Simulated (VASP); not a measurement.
Level of theory: PBE GGA, VASP's PBE PAW potentials (set 64) (plane waves; VASP 6.6.1).

Input for VASP

KPOINTS:
```
kpoints
0
G
1 1 1
```

**INCAR**
```
SYSTEM = In32P32
PREC = Normal
ENCUT = 400
EDIFF = 1E-5
NELM = 100
ALGO = Fast
LREAL = Auto
LASPH = .TRUE.
ISMEAR = 0
SIGMA = 0.05
GGA = PE
LMAXMIX = 4
LWAVE = .TRUE.
LCHARG = .FALSE.
NELMIN = 4
IBRION = 2
ISIF = 2
NSW = 20
EDIFFG = -0.03
```

File POSCAR:
```
In32P32
1.0
 11.9995217332   0.0000000000   0.0000000000
  0.0000000000  11.9995217332   0.0000000000
  0.0000000000   0.0000000000  11.9995217332
In P
32 32
Cart
  5.9997608666   0.0000000000   0.0000000000
  8.9996412999   2.9998804333   0.0000000000
  8.9996412999   0.0000000000   2.9998804333
  0.0000000000   0.0000000000   0.0000000000
  2.9998804333   2.9998804333   0.0000000000
  5.9997608666   5.9997608666   0.0000000000
  8.9996412999   8.9996412999   0.0000000000
  2.9998804333   0.0000000000   2.9998804333
  5.9997608666   2.9998804333   2.9998804333
  8.9996412999   5.9997608666   2.9998804333
  5.9997608666   0.0000000000   5.9997608666
  8.9996412999   2.9998804333   5.9997608666
  8.9996412999   0.0000000000   8.9996412999
  0.0000000000   5.9997608666   0.0000000000
  2.9998804333   8.9996412999   0.0000000000
  0.0000000000   2.9998804333   2.9998804333
  2.9998804333   5.9997608666   2.9998804333
  5.9997608666   8.9996412999   2.9998804333
  0.0000000000   0.0000000000   5.9997608666
  2.9998804333   2.9998804333   5.9997608666
  5.9997608666   5.9997608666   5.9997608666
  8.9996412999   8.9996412999   5.9997608666
  2.9998804333   0.0000000000   8.9996412999
  5.9997608666   2.9998804333   8.9996412999
  8.9996412999   5.9997608666   8.9996412999
  0.0000000000   8.9996412999   2.9998804333
  0.0000000000   5.9997608666   5.9997608666
  2.9998804333   8.9996412999   5.9997608666
  0.0000000000   2.9998804333   8.9996412999
  2.9998804333   5.9997608666   8.9996412999
  5.9997608666   8.9996412999   8.9996412999
  0.0000000000   8.9996412999   8.9996412999
  7.4997010832   1.4999402166   1.4999402166
 10.4995815166   4.4998206500   1.4999402166
 10.4995815166   1.4999402166   4.4998206500
  1.4999402166   1.4999402166   1.4999402166
  4.4998206500   4.4998206500   1.4999402166
  7.4997010832   7.4997010832   1.4999402166
 10.4995815166  10.4995815166   1.4999402166
  4.4998206500   1.4999402166   4.4998206500
  7.4997010832   4.4998206500   4.4998206500
 10.4995815166   7.4997010832   4.4998206500
  7.4997010832   1.4999402166   7.4997010832
 10.4995815166   4.4998206500   7.4997010832
 10.4995815166   1.4999402166  10.4995815166
  1.4999402166   7.4997010832   1.4999402166
  4.4998206500  10.4995815166   1.4999402166
  1.4999402166   4.4998206500   4.4998206500
  4.4998206500   7.4997010832   4.4998206500
  7.4997010832  10.4995815166   4.4998206500
  1.4999402166   1.4999402166   7.4997010832
  4.4998206500   4.4998206500   7.4997010832
  7.4997010832   7.4997010832   7.4997010832
 10.4995815166  10.4995815166   7.4997010832
  4.4998206500   1.4999402166  10.4995815166
  7.4997010832   4.4998206500  10.4995815166
 10.4995815166   7.4997010832  10.4995815166
  1.4999402166  10.4995815166   4.4998206500
  1.4999402166   7.4997010832   7.4997010832
  4.4998206500  10.4995815166   7.4997010832
  1.4999402166   4.4998206500  10.4995815166
  4.4998206500   7.4997010832  10.4995815166
  7.4997010832  10.4995815166  10.4995815166
  1.4999402166  10.4995815166  10.4995815166
```

POTCAR, in this order: In P (PBE.64 set). Program: vasp_gam.

Output

### OUTCAR
```
 ion  position               nearest neighbor table
   1  0.500  0.000  0.000-  33 2.60  47 2.60  55 2.60  63 2.60
   2  0.750  0.250  0.000-  33 2.60  34 2.60  45 2.60  56 2.60
   3  0.750  0.000  0.250-  33 2.60  35 2.60  39 2.60  50 2.60
   4  0.000  0.000  0.000-  36 2.60  39 2.60  45 2.60  64 2.60
   5  0.250  0.250  0.000-  36 2.60  37 2.60  55 2.60  61 2.60
   6  0.500  0.500  0.000-  37 2.60  38 2.60  56 2.60  62 2.60
   7  0.750  0.750  0.000-  38 2.60  39 2.60  57 2.60  63 2.60
   8  0.250  0.000  0.250-  36 2.60  40 2.60  47 2.60  58 2.60
   9  0.500  0.250  0.250-  33 2.60  37 2.60  40 2.60  41 2.60
  10  0.750  0.500  0.250-  34 2.60  38 2.60  41 2.60  42 2.60
  11  0.500  0.000  0.500-  40 2.60  43 2.60  50 2.60  60 2.60
  12  0.750  0.250  0.500-  35 2.60  41 2.60  43 2.60  44 2.60
  13  0.750  0.000  0.750-  43 2.60  45 2.60  54 2.60  63 2.60
  14  0.000  0.500  0.000-  34 2.60  46 2.60  57 2.60  61 2.60
  15  0.250  0.750  0.000-  46 2.60  47 2.60  62 2.60  64 2.60
  16  0.000  0.250  0.250-  34 2.60  35 2.60  36 2.60  48 2.60
  17  0.250  0.500  0.250-  37 2.60  46 2.60  48 2.60  49 2.60
  18  0.500  0.750  0.250-  38 2.60  47 2.60  49 2.60  50 2.60
  19  0.000  0.000  0.500-  35 2.60  51 2.60  54 2.60  58 2.60
  20  0.250  0.250  0.500-  40 2.60  48 2.60  51 2.60  52 2.60
  21  0.500  0.500  0.500-  41 2.60  49 2.60  52 2.60  53 2.60
  22  0.750  0.750  0.500-  42 2.60  50 2.60  53 2.60  54 2.60
  23  0.250  0.000  0.750-  51 2.60  55 2.60  60 2.60  64 2.60
  24  0.500  0.250  0.750-  43 2.60  52 2.60  55 2.60  56 2.60
  25  0.750  0.500  0.750-  44 2.60  53 2.60  56 2.60  57 2.60
  26  0.000  0.750  0.250-  39 2.60  42 2.60  46 2.60  58 2.60
  27  0.000  0.500  0.500-  42 2.60  44 2.60  48 2.60  59 2.60
  28  0.250  0.750  0.500-  49 2.60  58 2.60  59 2.60  60 2.60
  29  0.000  0.250  0.750-  44 2.60  45 2.60  51 2.60  61 2.60
  30  0.250  0.500  0.750-  52 2.60  59 2.60  61 2.60  62 2.60
  31  0.500  0.750  0.750-  53 2.60  60 2.60  62 2.60  63 2.60
  32  0.000  0.750  0.750-  54 2.60  57 2.60  59 2.60  64 2.60
  33  0.625  0.125  0.125-   1 2.60   2 2.60   3 2.60   9 2.60
  34  0.875  0.375  0.125-   2 2.60  10 2.60  14 2.60  16 2.60
  35  0.875  0.125  0.375-   3 2.60  12 2.60  16 2.60  19 2.60
  36  0.125  0.125  0.125-   4 2.60   5 2.60   8 2.60  16 2.60
  37  0.375  0.375  0.125-   5 2.60   6 2.60   9 2.60  17 2.60
  38  0.625  0.625  0.125-   6 2.60   7 2.60  10 2.60  18 2.60
  39  0.875  0.875  0.125-   3 2.60   4 2.60   7 2.60  26 2.60
...
```

File OSZICAR:
```
       N       E                     dE             d eps       ncg     rms          rms(c)
DAV:   1     0.155543758388E+04    0.15554E+04   -0.87920E+04   322   0.109E+03
DAV:   2    -0.872148449291E+02   -0.16427E+04   -0.15636E+04   419   0.194E+02
DAV:   3    -0.271566401095E+03   -0.18435E+03   -0.18226E+03   388   0.691E+01
DAV:   4    -0.277375419104E+03   -0.58090E+01   -0.57674E+01   372   0.142E+01
DAV:   5    -0.277588601857E+03   -0.21318E+00   -0.21260E+00   428   0.265E+00    0.307E+01
RMM:   6    -0.264617468259E+03    0.12971E+02   -0.25412E+01   322   0.641E+00    0.178E+01
RMM:   7    -0.263794222587E+03    0.82325E+00   -0.29630E+01   322   0.665E+00    0.605E+00
RMM:   8    -0.263330630911E+03    0.46359E+00   -0.54137E+00   322   0.365E+00    0.238E+00
RMM:   9    -0.263307669010E+03    0.22962E-01   -0.63219E-01   328   0.145E+00    0.113E+00
RMM:  10    -0.263307821990E+03   -0.15298E-03   -0.10386E-01   364   0.553E-01    0.816E-01
RMM:  11    -0.263306807541E+03    0.10144E-02   -0.11657E-01   322   0.480E-01    0.433E-01
RMM:  12    -0.263303891521E+03    0.29160E-02   -0.12220E-02   322   0.235E-01    0.254E-01
RMM:  13    -0.263304006949E+03   -0.11543E-03   -0.35357E-03   322   0.107E-01    0.118E-01
RMM:  14    -0.263304118345E+03   -0.11140E-03   -0.64929E-04   325   0.511E-02    0.658E-02
RMM:  15    -0.263304089524E+03    0.28821E-04   -0.12294E-04   335   0.230E-02    0.262E-02
RMM:  16    -0.263304078139E+03    0.11385E-04   -0.36796E-05   237   0.112E-02    0.242E-02
RMM:  17    -0.263304067000E+03    0.11140E-04   -0.36636E-05   260   0.864E-03    0.133E-02
RMM:  18    -0.263304066533E+03    0.46645E-06   -0.87324E-06   194   0.471E-03
   1 F= -.26330407E+03 E0= -.26330407E+03  d E =-.263304E+03
```

### OUTCAR
```
------------------------ aborting loop because EDIFF is reached ----------------------------------------
  FORCE on cell =-STRESS in cart. coord.  units (eV):
  Direction    XX          YY          ZZ          XY          YZ          ZX
  --------------------------------------------------------------------------------------
  Total        0.8444963      0.8444963      0.8444963      0.0000000      0.0000000     -0.0000000
  in kB        0.7830987      0.7830987      0.7830987      0.0000000      0.0000000     -0.0000000
  external PRESSURE =       0.7830987 kB  Pullay stress =       0.0000000 kB
  volume of cell :     1727.79
      direct lattice vectors                 reciprocal lattice vectors
    11.999521733  0.000000000  0.000000000     0.083336655  0.000000000  0.000000000
     0.000000000 11.999521733  0.000000000     0.000000000  0.083336655  0.000000000
     0.000000000  0.000000000 11.999521733     0.000000000  0.000000000  0.083336655
  FREE ENERGIE OF THE ION-ELECTRON SYSTEM (eV)
  ---------------------------------------------------
  free  energy   TOTEN  =      -263.3040665331 eV

  energy  without entropy=     -263.3040663018  energy(sigma->0) =     -263.30406642

 reached required accuracy - stopping structural energy minimisation
```
(Selected blocks of OUTCAR.)

The supercell is sampled at Γ alone, which is coarse: total energies, pressure and levels can be off, energies of defects by several tenths of an eV.

The cell is a supercell, built from InP (zinc blende).
